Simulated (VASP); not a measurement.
Input:

```
BaPtSi3
1.0
   -2.19646     2.19646     5.00579
    2.19646    -2.19646     5.00579
    2.19646     2.19646    -5.00579
Ba Si Pt
1 3 1
Direct
  0.60054   0.60054   0.00000
  0.99623   0.99623   0.00000
  0.35668   0.85668   0.50000
  0.85668   0.35668   0.50000
  0.24869   0.24869   0.00000
```

Calculation: PBEsol GGA with spin-orbit coupling, VASP's PBE PAW potentials (set 64) (plane waves; VASP 6.6.1). Run with 400 eV cut-off, 9×9×9 Γ-centred mesh, Gaussian smearing of 0.050 eV, potentials Ba_sv Si Pt.

**Question.** What does the run give for the energy per atom (σ→0), band gap (over mesh and band path) with the smallest direct gap where there is one?

**Answer.** 
- band gap (over mesh and band path) = none (metal, semimetal or under 0.01 eV)
- energy per atom (σ→0) = -6.060 eV/atom

The absolute energy has meaning only against runs of the same code, potentials and settings.

The structure comes from a computed database's BaSi3Pt entry (I4mm); how it stands against other phases isn't given here. It was relaxed first.
